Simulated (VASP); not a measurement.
```
MgSe
1.0
    0.00000     2.78460     2.78460
    2.78460     0.00000     2.78460
    2.78460     2.78460     0.00000
Mg Se
1 1
Cartesian
  0.00000   0.00000   0.00000
  2.78460   2.78460   2.78460
```

Level of theory: PBE GGA, VASP's PBE PAW potentials (set 64) (plane waves; VASP). Numerical set-up: 400 eV cut-off, 7×7×7 Γ-centred mesh, Gaussian smearing of 0.050 eV, potentials Mg Se.

Task: Give the stress tensor in GPa (positive for a compressed cell).

Result: 
```
-2.00   0.00   0.00
 0.00  -2.00   0.00
 0.00   0.00  -2.00
```
The pressure is its mean diagonal, -2.00 GPa.

The compound is MgSe in the rock salt structure. The cell was not relaxed at this level.
